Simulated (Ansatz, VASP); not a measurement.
# WS2 in two plane-wave programs

Aim: how closely do two programs agree when they are given the same cell, functional and k mesh? The cell is generated by rule, not measured, and may not be a known phase. The structure shown is the start of the Ansatz relaxation below; VASP solves that cell, so the two are compared at the walk's first step.

Method: plane waves, with VASP 6.6.1 beside it; single point at r2SCAN with D3(BJ), in Ansatz 0.2.0.

### 1. Starting point

The structure is trigonal, space group R3m (No. 160). Conventional cell: a = 3.170 Å, b = 3.170 Å, c = 18.500 Å, α = 90.00°, β = 90.00°, γ = 120.00°. Nearest to S lie 3 W at 2.41 Å. S has 3 W at 2.41 Å nearest. Nearest to W lie 6 S at 2.41 Å. Farther neighbours and most contacts between anions are not listed.

As a file:

```cif
data_structure
_symmetry_space_group_name_H-M 'R3m:H'
_symmetry_Int_Tables_number 160
_cell_length_a 3.1700
_cell_length_b 3.1700
_cell_length_c 18.5000
_cell_angle_alpha 90.000
_cell_angle_beta 90.000
_cell_angle_gamma 120.000
_cell_volume 161.00
loop_
_atom_site_label
_atom_site_type_symbol
_atom_site_symmetry_multiplicity
_atom_site_Wyckoff_symbol
_atom_site_fract_x
_atom_site_fract_y
_atom_site_fract_z
_atom_site_occupancy
S1 S 3 a 0.33333 0.66667 0.00000 1
S2 S 3 a 0.33333 0.66667 0.16973 1
W1 W 3 a 0.00000 0.00000 0.08486 1
```

### 2. Ansatz: relaxation, r2SCAN with D3(BJ)

Ansatz runs on its default PAW (the set named soft_2) files.

The two programs are compared at the cell with which this relaxation starts, whose forces are those of its first step.

The input, input.yaml:

```yaml
crystal:
  lattice:
    - [3.17, 0.0, 0.0]
    - [-1.585, 2.74530053, 0.0]
    - [0.0, 0.0, 18.5]
  atoms:
    - { symbol: S, position: [0.3333333333, 0.6666666667, 0.0] }
    - { symbol: W, position: [0.0, 0.0, 0.0848648649] }
    - { symbol: S, position: [0.3333333333, 0.6666666667, 0.1697297297] }
    - { symbol: S, position: [0.0, 0.0, 0.3333333333] }
    - { symbol: W, position: [0.6666666667, 0.3333333333, 0.4181981982] }
    - { symbol: S, position: [0.0, 0.0, 0.5030630631] }
    - { symbol: S, position: [0.6666666667, 0.3333333333, 0.6666666667] }
    - { symbol: W, position: [0.3333333333, 0.6666666667, 0.7515315315] }
    - { symbol: S, position: [0.6666666667, 0.3333333333, 0.8363963964] }
kpoints:
  mp_grid: { grid: [8, 8, 2] }
scf:
  occupations: { method: fixed }
  max_iter: 120
hamiltonian:
  xc: r2scan
  dispersion: d3bj
output: {}
relax:
  f_tol: 0.01
  max_steps: 40
  cell: { fix: [a, b, angles] }
```

Run with:

```sh
> ansatz run input.yaml --threads 4 --pin off --max-ram 10240MiB --backend cpu --events-out ev --progress --plain --runs-dir out
```

Numbers of over 12 decimals in the logs are rounded to 6 here.

The log of the run:

```text
Warning: the engine holds no damping parameters fitted to this dispersion correction and functional, so the run takes those fitted to r2scan beside the three-body term, which d3bj leaves out (hamiltonian.dispersion, under Limitations)
Engine: ansatz 0.2.0, x86_64-unknown-linux-gnu
Pseudopotentials: kind: paw
Pseudopotential: S, paw, valence charge 6, recommended cutoff 500 eV (meta_gga), S.paw.azcp
Pseudopotential: W, paw, valence charge 14, recommended cutoff 500 eV (meta_gga), W.paw.azcp
Functional definition: r2SCAN
  parameter k0 = 0.174
  parameter k1 = 0.065
  parameter a1 = 4.9479
  exchange = r2scan_x(k0 = k0, k1 = k1, a1 = a1)
  correlation = r2scan_c
Crystal: 9 atoms, lattice volume = 160.998 Å³
Basis set: ecut = 500 eV, 4069 PW (Γ), exchange–correlation on 96×96×540 points (64 copies of the dense FFT grid, shifted against one another)
Bands: 48, of which v1, the nominal top of the filled ones, is band 39 counted from 1 (38 counted from 0)
Symmetry: 18 space group operations
Space group: R3m (ITA 160), of the structure as read, at distance tolerance 5.4e-5 Å
k-points: 20 of 128 (time reversal used)
Non-local potential: S, projectors of the file, l = 0: 2, l = 1: 2, l = 2: 2
Non-local potential: W, projectors of the file, l = 0: 3, l = 1: 2, l = 2: 2, l = 3: 1
PAW form: soft (Blöchl's): semilocal exchange-correlation on the pseudo side does not see the compensation charge
PAW frozen core: S, regenerated for the run's functional (the file was generated under x = pbe(κ = 0.804, μ = 0.219515), c = pbe(β = 0.066725))
PAW frozen core: W, regenerated for the run's functional (the file was generated under x = pbe(κ = 0.804, μ = 0.219515), c = pbe(β = 0.066725))
PAW one-centre angular grid: S, 302 points (default); XC on 160 Gauss nodes
PAW one-centre angular grid: W, 590 points (default); XC on 160 Gauss nodes
Initial density: superposition of atomic densities (neutral atoms: chi_scale 0, normalization atom), corrected by the library's trained network
Initial wavefunctions: pseudopotential atomic-orbital guess
Functional: x = r2scan, c = r2scan; τ floored in thin density (d = 2e-4 eV/Å³)
SCF iter   1: F=—  HF=-36636.472139 eV  |F-HF|=—  |Δ(HF+E_count)|=         —  Δρ=7.89e-3  dr2=6.14e-2  dr2_τ=2.44e-1  ethr=1.77e-3  ⟨swp⟩=5.0  Hψ=3601  notcnv=0  defer=100
preconditioner: auto → Resta (q_TF=auto, 2.418 Å⁻¹)  ε∞=6.9  [insulator: Δε(μ)=1.244 eV  Ē_g=8.839 eV  n_scr=44 (ndim 8)  ℏωp=21.5 eV  f_vac=0.015  ε∞_Penn≈6.9]
SCF iter   2: F=—  HF=-36636.681119 eV  |F-HF|=—  |Δ(HF+E_count)|=   2.09e-1  Δρ=4.69e-3  dr2=2.43e-2  dr2_τ=2.80e-3  ethr=7.87e-5  ⟨swp⟩=2.3  Hψ=1721  notcnv=0  defer=130
SCF iter   3: F=—  HF=-36636.688208 eV  |F-HF|=—  |Δ(HF+E_count)|=   7.09e-3  Δρ=2.63e-3  dr2=5.40e-3  dr2_τ=5.37e-4  ethr=3.11e-5  ⟨swp⟩=2.2  Hψ=1242  notcnv=0  defer=133
SCF iter   4: F=—  HF=-36636.693192 eV  |F-HF|=—  |Δ(HF+E_count)|=   4.98e-3  Δρ=2.43e-4  dr2=1.26e-4  dr2_τ=7.36e-6  ethr=6.93e-6  ⟨swp⟩=2.2  Hψ=1497  notcnv=0  defer=133
SCF iter   5: F=—  HF=-36636.693234 eV  |F-HF|=—  |Δ(HF+E_count)|=   4.22e-5  Δρ=6.95e-5  dr2=1.26e-5  dr2_τ=4.27e-7  ethr=1.62e-7  ⟨swp⟩=2.1  Hψ=1518  notcnv=0  defer=116
SCF iter   6: F=—  HF=-36636.693357 eV  |F-HF|=—  |Δ(HF+E_count)|=   1.23e-4  Δρ=1.34e-5  dr2=5.80e-7  dr2_τ=3.94e-8  ethr=1.62e-8  ⟨swp⟩=2.0  Hψ=1391  notcnv=0  defer=58
SCF iter   7: F=-36636.693358 eV  HF=-36636.693358 eV  |F-HF|=3.80e-9  |Δ(HF+E_count)|=   1.83e-7  Δρ=3.01e-6  dr2=1.54e-8  dr2_τ=1.82e-9  ethr=1.28e-10  ⟨swp⟩=5.0  Hψ=3648  notcnv=0
SCF 1 converged in 7 iterations: F = -36636.693358 eV  dr2 = 1.54e-8
  greatest PAW one-centre occupation: 0.999 electrons in one spin orbital (limit 2), on the W atom at site 7 (counted from 0), in its partial waves of l = 0
relax step   1: F+E_penalty+E_count = -36636.69335769 eV  Δ(F+E_penalty+E_count) = +0.000e0 eV  max|allowed force component| = 2.475e-1 eV/Å  Δτ_max = 0.0000 Å  P = -1.113 GPa  Ω = 160.998 Å³  fix = [a, b, alpha, beta, gamma]  reactions: a -0.748, b -0.748 GPa  (7 SCF iters, dr2 threshold 1.00e-7 eV, accepted)
[...]
relax step   2: F+E_penalty+E_count = -36636.69416294 eV  Δ(F+E_penalty+E_count) = -8.053e-4 eV  max|allowed force component| = 2.077e-1 eV/Å  Δτ_max = 0.0384 Å  P = +0.752 GPa  Ω = 163.024 Å³  energy of the carried Pulay correction = -5.557e-4 eV  fix = [a, b, alpha, beta, gamma]  reactions: a +0.451, b +0.451 GPa  (7 SCF iters, dr2 threshold 9.00e-7 eV, accepted)
[...]
relax step   3: F+E_penalty+E_count = -36636.70171775 eV  Δ(F+E_penalty+E_count) = -7.555e-3 eV  max|allowed force component| = 3.898e-3 eV/Å  Δτ_max = 0.0215 Å  P = -0.060 GPa  Ω = 161.651 Å³  energy of the carried Pulay correction = -1.798e-4 eV  fix = [a, b, alpha, beta, gamma]  reactions: a -0.082, b -0.082 GPa  (6 SCF iters, dr2 threshold 9.00e-7 eV, accepted)
[...]
relax step   4: F+E_penalty+E_count = -36636.70186553 eV  Δ(F+E_penalty+E_count) = -1.478e-4 eV  max|allowed force component| = 3.872e-3 eV/Å  Δτ_max = 0.0000 Å  P = -0.060 GPa  Ω = 161.651 Å³  fix = [a, b, alpha, beta, gamma]  reactions: a -0.081, b -0.081 GPa  stress off target by 1.65e-2 GPa on what of the cell is left free  SCF on the basis re-selected at this cell (its energy is not comparable with the rows above)  (5 SCF iters)
basis re-selected at this cell: Δ(F+E_penalty+E_count) = -1.478e-4 eV, ΔP = +0.001 GPa vs the last step (what re-selecting the basis moved, of the pressure what is left beyond the Pulay correction that the steps carried, after the strain that the cell walked since its last selection, with what the two solves' SCF thresholds leave and, on support functions, any second-order correction that the steps lacked; it is no measure of the basis error at this ecutwfc). The dense FFT grid was sized anew with the basis: this SCF ran on 24×24×144 points, the steps before it on 24×24×135, so part of this shift can come from that change (see relax.cell in the input reference). [rest of the remark cut]
SCF converged after 5 iterations
Free energy (F): -36636.701866 eV
Harris-Foulkes:  -36636.701866 eV  (|F-HF|=4.37e-11)
Internal energy: -36636.701866 eV  (E = F + TS)
E sigma→0 (E₀):  -36636.701866 eV
Fermi energy:    11.446866 eV
--- Per-component energies (eV) ---
  E_band       = -636.757950
  E_kinetic    = 2001.950546
  E_local      = -5352.448829  (includes V_loc(G=0)·N_el)
  E_nonlocal   = 173.454725
  E_hartree    = 2127.750392
  E_xc         = -1300.881059
  E_vxc        = -1351.087643  (∫ρ·V_xc dr)
  E_paw        = -29436.697507  (= ΣΔE_a)
  E_vpaw       = -430.874806  (= ΣTr[D̂ρ^β])
  E_aug_tail   = -0.000141  (compensation charges beyond the density's cutoff)
  E_vtau       = 66.747109  (kinetic-family band-sum trace: ∫τ·v_τ [+ j·A + Jᵃ·Aᵃ] dr)
  E_ewald      = -4845.603773
  E_disp       = -1.803773  (pairwise vdW)
  E_core_change = -2.422447  (= ΣΔE_core)
  E_smearing   = -0.000000  (= −TS)
  E_closure    = 0.000000  (closes the sum)
  Σ components = -36636.701866   (vs F -36636.701866, Δ=0.00e0)
--- Forces (eV/Å), atoms counted from 1 ---
  atom   1  S     -0.00000000     0.00000000     0.00387182
  atom   2  W      0.00000000    -0.00000000    -0.00073195
  atom   3  S      0.00000000     0.00000000    -0.00314115
  atom   4  S     -0.00000000     0.00000000     0.00387182
  atom   5  W     -0.00000000    -0.00000000    -0.00073195
  atom   6  S     -0.00000000     0.00000000    -0.00314115
  atom   7  S     -0.00000000     0.00000000     0.00387182
  atom   8  W      0.00000000    -0.00000000    -0.00073195
  atom   9  S     -0.00000000     0.00000000    -0.00314115
  max |Σ_I F_I| component: 3.85e-6 eV/Å
--- Stress (GPa, compression-positive) ---
       -0.081183       0.000000      -0.000000
       -0.000000      -0.081183       0.000000
        0.000000       0.000000      -0.016503
  P = ⅓ Tr σ = -0.0596 GPa (-0.596 kbar)
--- Relaxed structure (3 steps of the walk, 3 accepted, 1 SCFs on fresh bases) ---
  F+E_penalty+E_count = -36636.70186553 eV   max|allowed force component| = 3.872e-3 eV/Å   (the final SCF, on the basis selected at the relaxed cell)
  cell:  # Å, volume = 161.6507 Å³
    - [3.170000, 0, 0]
    - [-1.585000, 2.745301, 0]
    - [0, 0, 18.574987]
  atoms:
    - { symbol: S, position: [0.333333, 0.666667, 0.000913687] }
    - { symbol: W, position: [0, 0, 0.084852] }
    - { symbol: S, position: [0.333333, 0.666667, 0.168829] }
    - { symbol: S, position: [0, 0, 0.334247] }
    - { symbol: W, position: [0.666667, 0.333333, 0.418186] }
    - { symbol: S, position: [0, 0, 0.502162] }
    - { symbol: S, position: [0.666667, 0.333333, 0.667580] }
    - { symbol: W, position: [0.333333, 0.666667, 0.751519] }
    - { symbol: S, position: [0.666667, 0.333333, 0.835495] }
```

### 3. VASP: single point, r2SCAN with D3(BJ), start cell

The same cell, functional and mesh now go to VASP, with its own data sets.

Lines of VASP's logs that name or quote its potential files are left out, and so is its time.

The input, INCAR:

```
SYSTEM = WS2
PREC = Accurate
ENCUT = 580
EDIFF = 1E-06
NELM = 120
ISMEAR = 0
SIGMA = 0.01
LREAL = .FALSE.
ALGO = Normal
METAGGA = R2SCAN
IVDW = 12
VDW_S6 = 1
VDW_S8 = 0.78981345
VDW_A1 = 0.49484001
VDW_A2 = 5.73083694
LASPH = .TRUE.
NBANDS = 36
LORBIT = 11
LWAVE = .FALSE.
LCHARG = .FALSE.
ISIF = 2
GGA_COMPAT = .FALSE.
EFERMI = MIDGAP
LMIXTAU = .TRUE.
KPAR = 2
```

The input, POSCAR:

```
WS2
1.0
    3.1700000000      0.0000000000      0.0000000000
   -1.5850000000      2.7453010000      0.0000000000
    0.0000000000      0.0000000000     18.5000000000
S W
6 3
Direct
    0.3333332119      0.6666664238      0.0000000000
    0.3333332119      0.6666664238      0.1697297297
    0.0000000000      0.0000000000      0.3333333514
    0.0000000000      0.0000000000      0.5030630811
    0.6666666060      0.3333332119      0.6666666486
    0.6666666060      0.3333332119      0.8363963784
    0.0000000000      0.0000000000      0.0848648649
    0.6666666060      0.3333332119      0.4181982162
    0.3333332119      0.6666664238      0.7515315135
```

The input, KPOINTS:

```
Automatic mesh
0
Gamma
8 8 2
0 0 0
```

The projector-augmented-wave data sets are S and W (PBE family, release 64).

Run with:

```sh
> mpirun -np 2 vasp_std
```

The log of the run:

```text
[banner, memory and clock lines left out]
running    2 mpi-ranks, on    1 nodes
 distrk:  each k-point on    1 cores,    2 groups
 distr:  one band on    1 cores,    1 groups

 POSCAR found type information on POSCAR S W
 POSCAR found :  2 types and       9 ions
|                                                                             |
|               ----> ADVICE to this user running VASP <----                  |
|                                                                             |
|     You enforced a specific xc type in the INCAR file but a different       |
|     [... a line on the potential file left out ...]
|     I HOPE YOU KNOW WHAT YOU ARE DOING!                                     |
|                                                                             |

 LDA part: xc-table for (None), standard interpolation
 POSCAR, INCAR and KPOINTS ok, starting setup
 FFT: planning ... GRIDC
 FFT: planning ... GRID_SOFT
 FFT: planning ... GRID
 WAVECAR not read
 entering main loop
       N       E                     dE             d eps       ncg     rms          rms(c)
DAV:   1     0.172929599413E+03    0.17293E+03   -0.26487E+04  1440   0.150E+03
DAV:   2    -0.191021262985E+03   -0.36395E+03   -0.34958E+03  1868   0.314E+02
DAV:   3    -0.219825741474E+03   -0.28804E+02   -0.28437E+02  1856   0.825E+01
DAV:   4    -0.220659958144E+03   -0.83422E+00   -0.82990E+00  2048   0.153E+01
DAV:   5    -0.220678772037E+03   -0.18814E-01   -0.18783E-01  1900   0.224E+00    0.446E+01
DAV:   6    -0.219375321183E+03    0.13035E+01   -0.17507E+01  2056   0.177E+01    0.241E+01
DAV:   7    -0.214993912329E+03    0.43814E+01   -0.72677E+00  1980   0.136E+01    0.122E+01
DAV:   8    -0.214760738467E+03    0.23317E+00   -0.10398E+00  2008   0.586E+00    0.104E+00
DAV:   9    -0.214102630726E+03    0.65811E+00   -0.20940E-01  2024   0.231E+00    0.889E-01
DAV:  10    -0.213559944329E+03    0.54269E+00   -0.32496E-02  1808   0.127E+00    0.796E-01
DAV:  11    -0.212007725685E+03    0.15522E+01   -0.11103E-01  1636   0.201E+00    0.610E-01
DAV:  12    -0.211703925299E+03    0.30380E+00   -0.25332E-02  1580   0.117E+00    0.305E-01
DAV:  13    -0.210823663980E+03    0.88026E+00   -0.58631E-02  1552   0.166E+00    0.287E-01
DAV:  14    -0.210284365303E+03    0.53930E+00   -0.89667E-02  1644   0.209E+00    0.253E-01
[...]
DAV:  37    -0.210459122986E+03   -0.92079E-05   -0.25813E-06  1304   0.899E-03    0.807E-02
DAV:  38    -0.210459105444E+03    0.17543E-04   -0.26135E-06  1288   0.104E-02    0.778E-02
DAV:  39    -0.210459142306E+03   -0.36862E-04   -0.53219E-05  1656   0.489E-02    0.742E-02
DAV:  40    -0.210459119887E+03    0.22418E-04   -0.40770E-05  2004   0.295E-02    0.511E-02
DAV:  41    -0.210459107672E+03    0.12215E-04   -0.14120E-05  1852   0.212E-02    0.251E-02
DAV:  42    -0.210459117560E+03   -0.98878E-05   -0.23231E-06  1132   0.132E-02    0.207E-02
DAV:  43    -0.210459121879E+03   -0.43190E-05   -0.55632E-06  1696   0.138E-02    0.119E-02
DAV:  44    -0.210459122176E+03   -0.29658E-06   -0.14093E-06   800   0.652E-03
   1 F= -.21227030E+03 E0= -.21227030E+03  d E =0.000000E+00
```

(Continued in part 2 of 2.)

[Lines on the potential files, build, host, timing and source positions are cut from VASP's logs without a mark.]

[Logs are printed without paths, hosts, clocks, repeated set-up lines and the standing remarks that a program may print on its own settings, such as how far it seeks lower states.]

[Hosts, paths, dates, database ids (printed as entryN), source tags and the programs' standing remarks are cut or masked in the printed files.]
